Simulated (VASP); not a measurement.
The system is Pt.

```
CELL_PARAMETERS angstrom
0.00000 1.96090 1.96090
1.96090 0.00000 1.96090
1.96090 1.96090 0.00000
ATOMIC_POSITIONS crystal
Pt 0.00000 0.00000 0.00000
```

* Program: VASP 6.6.1
* Task: relaxation of cell and atoms
* Functional: r2SCAN
* Potentials or basis: VASP PAW PBE potentials, release 64 (Pt)
* Cutoff: 520 eV
* k mesh: 18 × 18 × 18
* Occupations: gaussian, width 0.1 eV
* Spin: no spin polarisation

At the start: pressure 4.7 GPa; volume 15.08 Å³/atom.

Problem. How do energy, volume and symmetry change on relaxing?

Solution. Over 15 steps the energy falls by 3.6 meV/atom and the volume is 15.33 Å³/atom (+1.7 %); space group Fm-3m (No. 225, to 0.05 Å).

Step by step:
```tsv
step	energy change (eV)	largest force (eV/Å)	pressure (GPa)	volume (Å³)
1	0.0000	0.0000	4.72	15.08
2	0.0238	0.0000	-11.25	16.07
3	-0.0036	0.0000	-0.05	15.33
4	-0.0036	0.0000	0.03	15.33
5	-0.0036	0.0000	0.03	15.33
6	-0.0036	0.0000	0.03	15.33
7	-0.0036	0.0000	0.03	15.33
8	-0.0036	0.0000	0.03	15.33
9	-0.0036	0.0000	0.03	15.33
10	-0.0036	0.0000	0.03	15.33
11	-0.0036	0.0000	0.03	15.33
12	-0.0036	0.0000	0.03	15.33
13	-0.0036	0.0000	0.03	15.33
14	-0.0036	0.0000	0.03	15.33
15	-0.0036	0.0000	0.02	15.33
```

Final structure:
```yaml
crystal:
  lattice:
    - [0.00000, 1.97172, 1.97172]
    - [1.97172, 0.00000, 1.97172]
    - [1.97172, 1.97172, 0.00000]
  atoms:
    - { symbol: Pt, position: [0.00000, 0.00000, 0.00000] }
```

Caveat: the PAW data sets were made with another functional, which shifts forces and pressure a little.
